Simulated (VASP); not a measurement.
Data:

```
CELL_PARAMETERS angstrom
      3.67834     0.00000     0.00000
     -1.83917     3.18554     0.00000
      0.00000     0.00000     5.73142
ATOMIC_POSITIONS crystal
  As 0.33333 0.66667 0.24670
  As 0.66667 0.33333 0.75330
  Be 0.00000 0.00000 0.00000
  Be 0.33333 0.66667 0.64700
  Be 0.66667 0.33333 0.35300
```

Calculation: PBE GGA, VASP's PBE PAW potentials (set 64) (plane waves; VASP). Settings: 300 eV cut-off, 8×8×5 Γ-centred mesh, Fermi-Dirac smearing of 0.10 eV, potentials As Be.

### Question
Give the energies of bands 3 to 11 at the high-symmetry points, in eV from the Fermi level.

### Answer

| band | Γ | M | K | A | L | H |
|---|---|---|---|---|---|---|
| 3 | -7.53 | -6.91 | -6.98 | -4.55 | -7.36 | -6.59 |
| 4 | -2.03 | -5.94 | -5.37 | -3.76 | -7.25 | -6.59 |
| 5 | -2.03 | -5.14 | -5.37 | -1.72 | -3.42 | -6.11 |
| 6 | -0.48 | -4.27 | -4.49 | -1.72 | -3.17 | -6.04 |
| 7 | -0.48 | -3.43 | -4.07 | -0.69 | -2.39 | -1.48 |
| 8 | 0.33 | -1.54 | -4.07 | -0.69 | -2.35 | -1.48 |
| 9 | 1.93 | 0.39 | -0.39 | 1.52 | 0.59 | 2.25 |
| 10 | 1.93 | 2.31 | 5.56 | 1.52 | 1.54 | 2.25 |
| 11 | 2.21 | 2.33 | 5.67 | 2.26 | 1.89 | 2.65 |

It has no gap at this level: it comes out as a metal or semimetal.

The structure was generated: Be3As2 was put into an ordered model structure, which need not be its known phase. The cell was not relaxed at this level.
